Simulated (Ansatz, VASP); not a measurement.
# TiTe2: VASP beside Ansatz

One calculation is typed for both programs; each brings its own data sets. How far apart do they land? Of the first pair: The cell is taken from a series of runs on this material, whose earlier steps may have relaxed, scaled, displaced or heated it; both programs get it as it stands.

Program: Ansatz 0.2.0. Level of theory: plane waves, with VASP 6.6.1 beside it; relaxation of cell and atoms at LDA and single point at LDA. Results are calculated unless marked as measured.

## (1) Starting point

Symmetry: P-3m1, No. 164, trigonal system. Conventional cell: a = 3.666 Å, b = 3.666 Å, c = 6.341 Å, α = 90.00°, β = 90.00°, γ = 120.00°. Nearest to Ti lie 6 Te at 2.72 Å. Nearest to Te lie 3 Ti at 2.72 Å. Farther neighbours and most contacts between anions are not listed.

## (2) VASP: relaxation of cell and atoms, LDA

The relaxed volume is the usual yardstick between codes: in a stiff, nearly cubic crystal its relative difference is about their pressure difference at one cell divided by the bulk modulus.

Lines of VASP's logs that name or quote its potential files are left out, and so is its time.

INCAR reads:

```
SYSTEM = TiTe2
PREC = Accurate
ENCUT = 500
EDIFF = 1E-07
NELM = 120
ISMEAR = 0
SIGMA = 0.1
LREAL = .FALSE.
ALGO = Normal
GGA = PW92
NBANDS = 18
LASPH = .TRUE.
LORBIT = 11
LWAVE = .FALSE.
LCHARG = .FALSE.
ISIF = 3
IBRION = 2
NSW = 80
EDIFFG = -0.005
GGA_COMPAT = .FALSE.
NELMIN = 4
KPAR = 2
```

POSCAR reads:

```
TiTe2
1.0
    3.6656650000      0.0000000000      0.0000000000
   -1.8328320000      3.1745590000      0.0000000000
    0.0000000000      0.0000000000      6.3407610000
Ti Te
1 2
Direct
    0.0000000000      0.0000000000      0.0000000000
    0.6666666667      0.3333333333      0.2691005070
    0.3333333333      0.6666666667      0.7308994930
```

KPOINTS reads:

```
Automatic mesh
0
Gamma
15 15 8
0 0 0
```

PAW data sets: Ti_sv and Te (LDA family, release 64).

Started as:

```console
$ mpirun -np 2 vasp_std
```

Numbers of over 12 decimals in the logs are rounded to 6 here.

Log:

```text
[banner, memory and clock lines left out]
running    2 mpi-ranks, on    1 nodes
 distrk:  each k-point on    1 cores,    2 groups
 distr:  one band on    1 cores,    1 groups

 POSCAR found type information on POSCAR TiTe
 POSCAR found :  2 types and       3 ions
|                                                                             |
|               ----> ADVICE to this user running VASP <----                  |
|                                                                             |
|     You enforced a specific xc type in the INCAR file but a different       |
|     [... a line on the potential file left out ...]
|     I HOPE YOU KNOW WHAT YOU ARE DOING!                                     |
|                                                                             |

 LDA part: xc-table for (Slater(with rela. corr.)+PW92), standard interpolation
 POSCAR, INCAR and KPOINTS ok, starting setup
 FFT: planning ... GRIDC
 FFT: planning ... GRID_SOFT
 FFT: planning ... GRID
 WAVECAR not read
 entering main loop
       N       E                     dE             d eps       ncg     rms          rms(c)
DAV:   1     0.175001512222E+03    0.17500E+03   -0.10667E+04  6912   0.121E+03
DAV:   2    -0.430936903488E+01   -0.17931E+03   -0.17557E+03  7440   0.308E+02
DAV:   3    -0.196811916768E+02   -0.15372E+02   -0.14991E+02 10654   0.843E+01
DAV:   4    -0.202230857153E+02   -0.54189E+00   -0.53898E+00  8920   0.147E+01
DAV:   5    -0.202422343049E+02   -0.19149E-01   -0.19142E-01 10320   0.270E+00    0.125E+01
DAV:   6    -0.202167407410E+02    0.25494E-01   -0.32521E+01  8188   0.378E+01    0.123E+01
DAV:   7    -0.185280649811E+02    0.16887E+01   -0.22858E+01  8832   0.301E+01    0.506E+00
DAV:   8    -0.183318637548E+02    0.19620E+00   -0.12324E+00  8022   0.803E+00    0.161E+00
DAV:   9    -0.183374267943E+02   -0.55630E-02   -0.11221E-01  9296   0.209E+00    0.119E+00
DAV:  10    -0.183307924889E+02    0.66343E-02   -0.10885E-01  8388   0.252E+00    0.625E-01
DAV:  11    -0.183296986677E+02    0.10938E-02   -0.20647E-02  8328   0.105E+00    0.325E-01
DAV:  12    -0.183293500256E+02    0.34864E-03   -0.38649E-03  8346   0.435E-01    0.158E-01
DAV:  13    -0.183293111475E+02    0.38878E-04   -0.18223E-04  8386   0.109E-01    0.314E-02
DAV:  14    -0.183293113111E+02   -0.16355E-06   -0.77815E-06  8138   0.212E-02    0.218E-02
DAV:  15    -0.183293097127E+02    0.15984E-05   -0.50247E-06  8434   0.176E-02    0.808E-03
DAV:  16    -0.183293095158E+02    0.19689E-06   -0.98486E-07  9074   0.588E-03    0.240E-03
DAV:  17    -0.183293095060E+02    0.97948E-08   -0.27700E-08  4202   0.121E-03
   1 F= -.18329310E+02 E0= -.18325637E+02  d E =-.183293E+02
[...]
2 F= -.18329340E+02 E0= -.18325663E+02  d E =-.309592E-04
[...]
3 F= -.18329355E+02 E0= -.18325679E+02  d E =-.454283E-04
[...]
4 F= -.18329374E+02 E0= -.18325699E+02  d E =-.193409E-04
 ZBRENT: can't locate minimum, use default step
 trial-energy change:   -0.000019  1 .order   -0.000019   -0.000022   -0.000017
 step:   3.7174(harm=  4.1496)  dis= 0.00270  next Energy=   -18.329404 (dE=-0.488E-04)
 bond charge predicted
       N       E                     dE             d eps       ncg     rms          rms(c)
DAV:   1    -0.183299216530E+02   -0.54742E-03   -0.14546E-02  8120   0.120E+00    0.203E-01
DAV:   2    -0.183302520597E+02   -0.33041E-03   -0.13471E-02  8342   0.861E-01    0.196E-01
DAV:   3    -0.183294272579E+02    0.82480E-03   -0.58020E-03  8276   0.484E-01    0.431E-02
DAV:   4    -0.183293963298E+02    0.30928E-04   -0.19507E-04  9144   0.112E-01    0.238E-02
DAV:   5    -0.183293985763E+02   -0.22464E-05   -0.12338E-05  8510   0.218E-02    0.195E-02
DAV:   6    -0.183294013866E+02   -0.28103E-05   -0.61704E-06 11526   0.139E-02    0.618E-03
DAV:   7    -0.183294018087E+02   -0.42215E-06   -0.13691E-06  9092   0.543E-03    0.168E-03
DAV:   8    -0.183294018142E+02   -0.54765E-08   -0.23061E-07  6104   0.250E-03
   5 F= -.18329402E+02 E0= -.18325728E+02  d E =-.468799E-04
 curvature:  -2.48 expect dE=-0.568E-05 dE for cont linesearch -0.350E-06
 trial: gam=-0.02462 g(F)=  0.423E-07 g(S)=  0.225E-05 ort = 0.201E-05 (trialstep = 0.149E+01)
 search vector abs. value=  0.221E-05
 reached required accuracy - stopping structural energy minimisation
```

From OUTCAR (step 2):

```text
ion  position               nearest neighbor table
   1  0.000  0.000  0.000-   2 2.72   3 2.72   3 2.72   2 2.72   2 2.72   3 2.72
   2  0.667  0.333  0.269-   1 2.72   1 2.72   1 2.72   3 3.61   3 3.61   3 3.61
   3  0.333  0.667  0.731-   1 2.72   1 2.72   1 2.72   2 3.61   2 3.61   2 3.61

  LATTYP: Found a hexagonal cell.
 ALAT       =     3.6656650000
 C/A-ratio  =     1.7297709965

 Subroutine GETGRP returns: Found 12 space group operations
 (whereof 12 operations were pure point group operations)

The static configuration has the point symmetry D_3d.

 Found    192 irreducible k-points:

   k-points           NKPTS =    192   k-points in BZ     NKDIM =    192   number of bands    NBANDS=     18

   dimension x,y,z NGX =    28 NGY =   28 NGZ =   48
   dimension x,y,z NGXF=    56 NGYF=   56 NGZF=   96

   ENCUT  =  500.0 eV  36.75 Ry    6.06 a.u.   6.68  6.68 11.56*2*pi/ulx,y,z

   NELECT =      24.0000    total number of electrons

 k-points in reciprocal lattice and weights: Automatic mesh
   0.00000000  0.00000000  0.00000000       0.001
   0.06666667  0.00000000  0.00000000       0.003
   0.13333333 -0.00000000  0.00000000       0.003
   0.20000000  0.00000000  0.00000000       0.003
   0.26666667 -0.00000000  0.00000000       0.003
   0.33333333  0.00000000  0.00000000       0.003
   0.40000000 -0.00000000  0.00000000       0.003
   0.46666667  0.00000000  0.00000000       0.003
   0.06666667  0.06666667  0.00000000       0.003
[...]
0.33333333  0.26666667  0.50000000       0.007
   0.33333333  0.33333333  0.50000000       0.001

 average (electrostatic) potential at core
       1 -73.5001       2 -87.2497       3 -87.2497

 E-fermi :   7.7327

 k-point     1 :       0.0000    0.0000    0.0000
  band No.  band energies     occupation
    ...
      5      -5.1844      2.00000
      6      -3.4246      2.00000
      7       2.0110      2.00000
      8       6.0834      2.00000
      9       6.0834      2.00000
     10       7.9381      0.00368
     11       8.1569      0.00000
     12       8.1569      0.00000
     13       8.5054      0.00000
     14       9.0886      0.00000
    ...

 k-point     2 :       0.0667    0.0000    0.0000
  band No.  band energies     occupation
    ...
      5      -5.1287      2.00000
      6      -3.3949      2.00000
      7       2.0774      2.00000
      8       5.9376      2.00000
      9       6.0919      2.00000
     10       7.8068      0.29471
     11       8.0026      0.00014
     12       8.0074      0.00010
     13       8.4592      0.00000
     14       8.9517      0.00000
    ...

 k-point     3 :       0.1333   -0.0000    0.0000
  band No.  band energies     occupation
    ...
      7       2.2738      2.00000
      8       5.5554      2.00000
      9       6.1116      2.00000
     10       7.0134      2.00000
     11       7.6868      1.48379
     12       7.9373      0.00380
     13       8.1935      0.00000
     14       8.8524      0.00000
     15       9.1811      0.00000
     16      10.6934      0.00000
    ...

  Total        0.0031951      0.0031951     -0.0109312      0.0000000      0.0000000     -0.0000000
  in kB        0.0694202      0.0694202     -0.2374996      0.0000000      0.0000000     -0.0000000
  external PRESSURE =      -0.0328864 kB  Pullay stress =       0.0000000 kB

  energy-cutoff  :      500.00
  volume of cell :       73.74
      direct lattice vectors                 reciprocal lattice vectors
     3.666034791  0.000000000  0.000000000     0.272774280  0.157486262 -0.000000000
    -1.833016895  3.174879248 -0.000000000    -0.000000000  0.314972609  0.000000000
     0.000000000 -0.000000000  6.335637347    -0.000000000  0.000000000  0.157837317

 POSITION                                       TOTAL-FORCE (eV/Angst)
 -----------------------------------------------------------------------------------
     -1.83302      3.17488      6.33564        -0.000000     -0.000000     -0.000000
      1.83302      1.05829      1.70849        -0.000000      0.000000     -0.000662
      0.00000      2.11659      4.62714         0.000000     -0.000000      0.000662
 -----------------------------------------------------------------------------------
    total drift:                               -0.000000      0.000000      0.000000

  FREE ENERGIE OF THE ION-ELECTRON SYSTEM (eV)
  ---------------------------------------------------
  free  energy   TOTEN  =       -18.3294018142 eV

  energy  without entropy=      -18.3220539368  energy(sigma->0) =      -18.32572788

 reached required accuracy - stopping structural energy minimisation

 total charge
# of ion       s       p       d       tot
------------------------------------------
    1        2.174   6.134   1.963  10.271
    2        1.390   2.012   0.049   3.452
    3        1.390   2.012   0.049   3.452
--------------------------------------------------
tot          4.954  10.159   2.062  17.175

[... 3 further parts left out ...]
```

CONTCAR:

```
TiTe2
   1.00000000000000
     3.6660347910998929    0.0000000000578708    0.0000000000000000
    -1.8330168954493891    3.1748792484541197   -0.0000000000000000
     0.0000000000000000   -0.0000000000000000    6.3356373467409135
  Ti              Te
     1     2
Direct
     0.0000000000000000    1.0000000000000000    1.0000000000000000
     0.6666666667000030    0.3333333332999970    0.2696638771437965
     0.3333333332999970    0.6666666667000030    0.7303361228562036
```

This run has no spin polarisation, so a moment on Ti, if there is one, isn't seen.

## (3) Ansatz: relaxation of cell and atoms, LDA

Ansatz runs on its PAW soft_1 files.

The same cell, functional (in two slightly different forms), mesh and smearing now go to Ansatz, which takes its cutoff from its data sets.

input.yaml reads:

```yaml
crystal:
  lattice:
    - [3.6656648266, 0.0, 0.0]
    - [-1.8328324133, 3.1745588616, 0.0]
    - [0.0, 0.0, 6.3407608874]
  atoms:
    - { symbol: Ti, position: [0.0, 0.0, 0.0] }
    - { symbol: Te, position: [0.6666666667, 0.3333333333, 0.2691004761] }
    - { symbol: Te, position: [0.3333333333, 0.6666666667, 0.7308995239] }
kpoints:
  mp_grid: { grid: [15, 15, 8] }
hamiltonian:
  xc: lda
  pseudopotentials: { kind: paw, azcp: { folder: soft_1 }, xc_functional: pbe }
scf:
  occupations: { method: gaussian, width: 0.1 }
output:
  forces: true
  stress: true
  eigenvalues: true
relax:
  adjacent_minimum: "off"
  f_tol: 0.005
  max_steps: 80
  cell: { stress_tol: 0.05 }
```

Started as:

```console
$ ansatz run input.yaml --threads 4 --pin off --max-ram 15360MiB --backend cpu --events-out ev --progress --plain --runs-dir out
```

Log:

```text
Engine: ansatz 0.2.0, aarch64-unknown-linux-gnu
Pseudopotentials: kind: paw
Pseudopotential: Ti, paw, valence charge 12, recommended cutoff 420 eV (normal), soft_1/Ti.paw.azcp
Pseudopotential: Te, paw, valence charge 16, recommended cutoff 420 eV (normal), soft_1/Te.paw.azcp
Functional definition: SPW92
  exchange = slater_x
  correlation = pw_c
Crystal: 3 atoms, lattice volume = 73.787 Å³
Basis set: ecut = 420 eV, 1449 PW (Γ)
Bands: 27, of which v1, the nominal top of the filled ones, is band 22 counted from 1 (21 counted from 0)
Symmetry: 12 space group operations
Space group: P-3m1 (ITA 164), of the structure as read, at distance tolerance 4.2e-5 Å
k-points: 192 of 1800
Non-local potential: Ti, projectors of the file, l = 0: 3, l = 1: 2, l = 2: 3, l = 3: 1
Non-local potential: Te, projectors of the file, l = 0: 2, l = 1: 2, l = 2: 2, l = 3: 1
PAW form: soft (Blöchl's): semilocal exchange-correlation on the pseudo side does not see the compensation charge
PAW frozen core: Ti, regenerated for the run's functional, and the local potential with it (the file was generated under x = pbe(κ = 0.804, μ = 0.219515), c = pbe(β = 0.066725))
PAW frozen core: Te, regenerated for the run's functional, and the local potential with it (the file was generated under x = pbe(κ = 0.804, μ = 0.219515), c = pbe(β = 0.066725))
PAW one-centre angular grid: Ti, 590 points (default); XC on 64 Gauss nodes
PAW one-centre angular grid: Te, 590 points (default); XC on 64 Gauss nodes
Initial density: superposition of atomic densities (chi_scale 0.1, normalization cell, long waves kept (reshape's long-wave potential 0.05 eV rms))
Initial wavefunctions: pseudopotential atomic-orbital guess
Functional: x = slater, c = lda
SCF iter   1: F=—  HF=-16110.661382 eV  |F-HF|=—  |Δ(HF+E_count)|=         —  Δρ=1.43e-1  dr2=4.51e1  ethr=3.10e-3  ⟨swp⟩=6.0  Hψ=22356  notcnv=0
preconditioner: auto → Kerker (q_TF=auto, 2.503 Å⁻¹)  [metal: Δε(μ)=0.008 eV  Ē_g=5.877 eV  σ=0.100 eV  W_gap=0.04  n_scr=22 (ndim 8)  ℏωp=17.3 eV  f_vac=0.000  D(μ)=1.49/eV (n_scr^D=2)]
SCF iter   2: F=—  HF=-16108.492232 eV  |F-HF|=—  |Δ(HF+E_count)|=    2.17e0  Δρ=7.78e-2  dr2=1.61e1  ethr=3.10e-3  ⟨swp⟩=3.0  Hψ=7949  notcnv=0  defer=48
SCF iter   3: F=—  HF=-16107.125261 eV  |F-HF|=—  |Δ(HF+E_count)|=    1.37e0  Δρ=1.58e-2  dr2=7.26e-1  ethr=3.10e-3  ⟨swp⟩=3.1  Hψ=7664  notcnv=0  defer=49
SCF iter   4: F=—  HF=-16107.053659 eV  |F-HF|=—  |Δ(HF+E_count)|=   7.16e-2  Δρ=3.88e-3  dr2=2.54e-2  ethr=1.65e-3  ⟨swp⟩=2.3  Hψ=7308  notcnv=0  defer=57
SCF iter   5: F=—  HF=-16107.048683 eV  |F-HF|=—  |Δ(HF+E_count)|=   4.98e-3  Δρ=1.64e-3  dr2=3.49e-3  ethr=5.78e-5  ⟨swp⟩=2.0  Hψ=6287  notcnv=0  defer=57
SCF iter   6: F=—  HF=-16107.048145 eV  |F-HF|=—  |Δ(HF+E_count)|=   5.38e-4  Δρ=6.06e-4  dr2=3.71e-4  ethr=7.94e-6  ⟨swp⟩=2.0  Hψ=6310  notcnv=0  defer=57
SCF iter   7: F=—  HF=-16107.048109 eV  |F-HF|=—  |Δ(HF+E_count)|=   3.65e-5  Δρ=2.67e-4  dr2=7.82e-5  ethr=8.44e-7  ⟨swp⟩=2.7  Hψ=8592  notcnv=0  defer=57
SCF iter   8: F=—  HF=-16107.048101 eV  |F-HF|=—  |Δ(HF+E_count)|=   8.01e-6  Δρ=8.20e-5  dr2=7.63e-6  ethr=1.78e-7  ⟨swp⟩=2.4  Hψ=7798  notcnv=0  defer=57
SCF iter   9: F=—  HF=-16107.048100 eV  |F-HF|=—  |Δ(HF+E_count)|=   1.11e-6  Δρ=1.67e-5  dr2=1.62e-7  ethr=1.73e-8  ⟨swp⟩=3.0  Hψ=9562  notcnv=0  defer=57
SCF iter  10: F=-16107.048100 eV  HF=-16107.048100 eV  |F-HF|=7.39e-9  |Δ(HF+E_count)|=   7.09e-9  Δρ=3.93e-6  dr2=1.56e-8  ethr=2.27e-10  ⟨swp⟩=8.3  Hψ=25131  notcnv=0
SCF 1 converged in 10 iterations: F = -16107.048100 eV  dr2 = 1.56e-8
  greatest PAW one-centre occupation: 0.999 electrons in one spin orbital (limit 2), on the Te atom at site 2 (counted from 0), in its partial waves of l = 2
relax step   1: F+E_penalty+E_count = -16107.04809978 eV  Δ(F+E_penalty+E_count) = +0.000e0 eV  max|allowed force component| = 2.008e-3 eV/Å  Δτ_max = 0.0000 Å  P = +0.011 GPa  Ω = 73.787 Å³  (10 SCF iters, dr2 threshold 1.00e-7 eV, accepted)
Initial density: handed on by an earlier stage of this run
Initial wavefunctions: pseudopotential atomic-orbital guess (no wavefunctions were taken with the density)
iter 1 solved again at ethr=4.82e-7 eV; its pass at ethr=3.10e-3 eV (dr2=2.12e-4 eV) is discarded
SCF iter   1: F=—  HF=-16107.048101 eV  |F-HF|=—  |Δ(HF+E_count)|=         —  Δρ=3.84e-6  dr2=1.56e-8  ethr=4.82e-7  ⟨swp⟩=3.0  Hψ=36291  notcnv=0
eigensolver tolerance schedule: the retry pair's looser diagonalisation over-reported the residual by 13631.05 of it (diagonalisation noise at an unbounded share of the residual, at the tolerance the schedule requests for it); recorded, not acted on — ethr = c·dr2/N_el stays at c = 1.0e-1
preconditioner: auto → Kerker (q_TF=auto, 2.503 Å⁻¹)  [metal: Δε(μ)=0.004 eV  Ē_g=6.621 eV  σ=0.100 eV  W_gap=0.02  n_scr=22 (ndim 8)  ℏωp=17.3 eV  f_vac=0.005  D(μ)=1.46/eV (n_scr^D=2)]
SCF iter   2: F=—  HF=-16107.048100 eV  |F-HF|=—  |Δ(HF+E_count)|=   1.37e-6  Δρ=2.66e-6  dr2=7.54e-9  ethr=3.54e-11  ⟨swp⟩=3.0  Hψ=10213  notcnv=0
SCF iter   3: F=—  HF=-16107.048100 eV  |F-HF|=—  |Δ(HF+E_count)|=   1.02e-9  Δρ=8.43e-7  dr2=7.43e-10  ethr=1.71e-11  ⟨swp⟩=2.1  Hψ=6671  notcnv=0
SCF iter   4: F=—  HF=-16107.048100 eV  |F-HF|=—  |Δ(HF+E_count)|=  1.27e-10  Δρ=3.88e-7  dr2=1.70e-10  ethr=1.69e-12  ⟨swp⟩=1.4  Hψ=5299  notcnv=0
iter 5 did not close the SCF: its close was put off for the readings that it lacked (scf_convergence_deferred on its scf_iter line)
SCF iter   5: F=-16107.048100 eV  HF=-16107.048100 eV  |F-HF|=7.28e-12  |Δ(HF+E_count)|=  2.00e-11  Δρ=6.33e-8  dr2=3.72e-12  ethr=1.00e-12  ⟨swp⟩=1.0  Hψ=5187  notcnv=0
SCF iter   6: F=-16107.048100 eV  HF=-16107.048100 eV  |F-HF|=0.00e0  |Δ(HF+E_count)|=  3.64e-12  Δρ=2.40e-8  dr2=5.92e-13  ethr=1.00e-12  ⟨swp⟩=4.8  Hψ=21210  notcnv=0
SCF 2 converged in 6 iterations: F = -16107.048100 eV  dr2 = 5.92e-13
relax step   2: F+E_penalty+E_count = -16107.04809979 eV  Δ(F+E_penalty+E_count) = -4.446e-9 eV  max|allowed force component| = 2.029e-3 eV/Å  Δτ_max = 0.0000 Å  P = +0.011 GPa  Ω = 73.787 Å³  stress off target by 1.56e-2 GPa  SCF on the basis re-selected at this cell (its energy is not comparable with the rows above)  (6 SCF iters)
basis re-selected at this cell: Δ(F+E_penalty+E_count) = -4.446e-9 eV, ΔP = +0.000 GPa vs the last step (what re-selecting the basis moved, of the pressure what is left beyond the Pulay correction that the steps carried, after the strain that the cell walked since its last selection, with what the two solves' SCF thresholds leave and, on support functions, any second-order correction that the steps lacked; it is no m [...]
SCF converged after 6 iterations
Free energy (F): -16107.048100 eV
Harris-Foulkes:  -16107.048100 eV  (|F-HF|=0.00e0)
Internal energy: -16107.040786 eV  (E = F + TS)
E sigma→0 (E₀):  -16107.044443 eV
Entropy (-TS):   -0.007314 eV (-2.438 meV/atom)
Fermi energy:    11.280738 eV
--- Per-component energies (eV) ---
  E_band       = -623.068294
  E_kinetic    = 629.995459
  E_local      = -3991.451262  (includes V_loc(G=0)·N_el)
  E_nonlocal   = 209.615488
  E_hartree    = 1927.583781
  E_xc         = -360.533003
  E_vxc        = -352.055930  (∫ρ·V_xc dr)
  E_paw        = -10033.158540  (= ΣΔE_a)
  E_vpaw       = -974.339637  (= ΣTr[D̂ρ^β])
  E_aug_tail   = 0.000054  (compensation charges beyond the density's cutoff)
  E_ewald      = -4490.775998
  E_core_change = 1.683235  (= ΣΔE_core)
  E_smearing   = -0.007314  (= −TS)
  E_closure    = 0.000000  (closes the sum)
  Σ components = -16107.048100   (vs F -16107.048100, Δ=0.00e0)
--- Forces (eV/Å), atoms counted from 1 ---
  atom   1  Ti     0.00000000    -0.00000000     0.00000000
  atom   2  Te     0.00000000     0.00000000     0.00202906
  atom   3  Te     0.00000000    -0.00000000    -0.00202906
  max |Σ_I F_I| component: 9.25e-18 eV/Å
--- Stress (GPa, compression-positive) ---
        0.015566      -0.000000       0.000000
       -0.000000       0.015566       0.000000
        0.000000       0.000000       0.002854
  P = ⅓ Tr σ = 0.0113 GPa (0.113 kbar)
--- Band table (eV; the first three rows and the last of 192) ---
  k-point 0: bands = [... 18 lower, 9.6297, 11.4920, 11.7097, 11.7097, 12.0260, 12.6277, 12.6277, 14.5404, ... 1 higher]
  k-point 1: bands = [... 18 lower, 9.6425, 11.0241, 11.7075, 11.7075, 12.1889, 12.5563, 12.5563, 14.6308, ... 1 higher]
  k-point 2: bands = [... 18 lower, 9.6743, 10.1288, 11.7022, 11.7022, 12.3213, 12.4002, 12.4002, 14.8360, ... 1 higher]
  k-point 191: bands = [... 18 lower, 7.4172, 7.6728, 9.4935, 9.4935, 12.2761, 12.2761, 12.3919, 14.5988, ... 1 higher]
--- Relaxed structure (1 steps of the walk, 1 accepted, 1 SCFs on fresh bases) ---
  F+E_penalty+E_count = -16107.04809979 eV   max|allowed force component| = 2.029e-3 eV/Å   (the final SCF, on the basis selected at the relaxed cell)
  cell:  # Å, volume = 73.7866 Å³
    - [3.665665, 0.0, 0.0]
    - [-1.832832, 3.174559, 0.0]
    - [0.0, 0.0, 6.3407608874]
  atoms:
    - { symbol: Ti, position: [0.0, 0.0, 0.0] }
    - { symbol: Te, position: [0.666667, 0.333333, 0.2691004761] }
    - { symbol: Te, position: [0.333333, 0.666667, 0.7308995239] }
```

The column dr2 measures how far the density is from self-consistency, as an energy; F and HF (Harris–Foulkes) agree once it is small.

(Continued in part 2 of 2.)

[Lines on the potential files, build, host, timing and source positions are cut from VASP's logs without a mark.]

[Logs are printed without paths, hosts, clocks, repeated set-up lines and the standing remarks that a program may print on its own settings, such as how far it seeks lower states.]

[Hosts, paths, dates, database ids (printed as entryN), source tags and the programs' standing remarks are cut or masked in the printed files.]
